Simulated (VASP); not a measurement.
These are PBEsol GGA, VASP's PBE PAW potentials (set 64) (plane waves; VASP) values and carry that method's errors.

Input for VASP

File POSCAR:
```
SnTe
1
    0.0000000000     3.1858150000     3.1858150000
    3.1858150000     0.0000000000     3.1858150000
    3.1858150000     3.1858150000     0.0000000000
Sn Te
1 1
Direct
  0.0109510000   0.0045450000  -0.0033620000
  0.4890490000   0.4954550000   0.5033620000
```

### INCAR
```
# general
SYSTEM  = SnTe
PREC    = Accurate
ENCUT   = 300
LREAL   = .False.
LASPH   = .True.

# electronic loop
EDIFF   = 1E-6
NELM    = 100
ALGO    = Normal
LMAXMIX = 4

# smearing
ISMEAR  = 1
SIGMA   = 0.1

# functional
GGA     = PS

# ions
ISIF    = 2

# output
LWAVE   = .False.
LCHARG  = .False.
```

File KPOINTS:
```
Automatic mesh
0
Gamma
2 2 2
0 0 0
```

POTCAR, in this order: Sn_d Te (PBE.64 set). Program: vasp_std.

Output of the run:

File OSZICAR:
```
       N       E                     dE             d eps       ncg     rms          rms(c)
DAV:   1     0.988630564858E+02    0.98863E+02   -0.71763E+03   230   0.111E+03
DAV:   2     0.297965115209E+00   -0.98565E+02   -0.96211E+02   266   0.286E+02
DAV:   3    -0.664074798796E+01   -0.69387E+01   -0.69296E+01   290   0.790E+01
DAV:   4    -0.680443496901E+01   -0.16369E+00   -0.16369E+00   284   0.130E+01
DAV:   5    -0.680965850030E+01   -0.52235E-02   -0.52235E-02   324   0.189E+00    0.823E+00
DAV:   6    -0.655517223946E+01    0.25449E+00   -0.63876E-01   310   0.533E+00    0.781E+00
DAV:   7    -0.653725899445E+01    0.17913E-01   -0.16773E-01   254   0.223E+00    0.307E+00
DAV:   8    -0.653636967223E+01    0.88932E-03   -0.38691E-02   260   0.815E-01    0.739E-01
DAV:   9    -0.653501154708E+01    0.13581E-02   -0.10191E-02   248   0.418E-01    0.349E-01
DAV:  10    -0.653496526053E+01    0.46287E-04   -0.60717E-04   266   0.149E-01    0.700E-02
DAV:  11    -0.653496433802E+01    0.92251E-06   -0.55969E-05   290   0.501E-02    0.747E-02
DAV:  12    -0.653496441210E+01   -0.74082E-07   -0.22531E-05   292   0.253E-02    0.198E-02
DAV:  13    -0.653496398037E+01    0.43173E-06   -0.29947E-06   224   0.102E-02
   1 F= -.65349640E+01 E0= -.65324342E+01  d E =-.758945E-02
```

### OUTCAR
```
------------------------ aborting loop because EDIFF is reached ----------------------------------------
  FORCE on cell =-STRESS in cart. coord.  units (eV):
  Direction    XX          YY          ZZ          XY          YZ          ZX
  --------------------------------------------------------------------------------------
  Total        1.1605859      1.0677866      0.7854396     -0.0006979      0.0973246      0.0098950
  in kB       28.7538652     26.4547331     19.4595029     -0.0172912      2.4112461      0.2451520
  external PRESSURE =      24.8893671 kB  Pullay stress =       0.0000000 kB
  volume of cell :       64.67
      direct lattice vectors                 reciprocal lattice vectors
     0.000000000  3.185815000  3.185815000    -0.156945711  0.156945711  0.156945711
     3.185815000  0.000000000  3.185815000     0.156945711 -0.156945711  0.156945711
     3.185815000  3.185815000  0.000000000     0.156945711  0.156945711 -0.156945711
 POSITION                                       TOTAL-FORCE (eV/Angst)
 -----------------------------------------------------------------------------------
      3.18958      3.20999      0.04937         0.074392      0.515501      1.207837
      3.18205      3.16164      3.13645        -0.074392     -0.515501     -1.207837
 -----------------------------------------------------------------------------------
    total drift:                               -0.000109     -0.000465      0.000053
  FREE ENERGIE OF THE ION-ELECTRON SYSTEM (eV)
  ---------------------------------------------------
  free  energy   TOTEN  =        -6.5349639804 eV

  energy  without entropy=       -6.5273745306  energy(sigma->0) =       -6.53243416
```
(Selected blocks of OUTCAR.)

At this cut-off the stress carries a Pulay error, which pulls relaxed volumes low.

The structure comes from a computed database's SnTe entry; how it stands against other phases isn't given here. The cell was not relaxed at this level, atoms are displaced from their ideal sites. The k-mesh is coarse (spacing up to 0.85 per Å, 2π included), so the numbers may not be converged in it. The run is one of a series of settings (KPOINTS 2×2×2 Γ-centred mesh against the base run), some of them coarse on purpose.
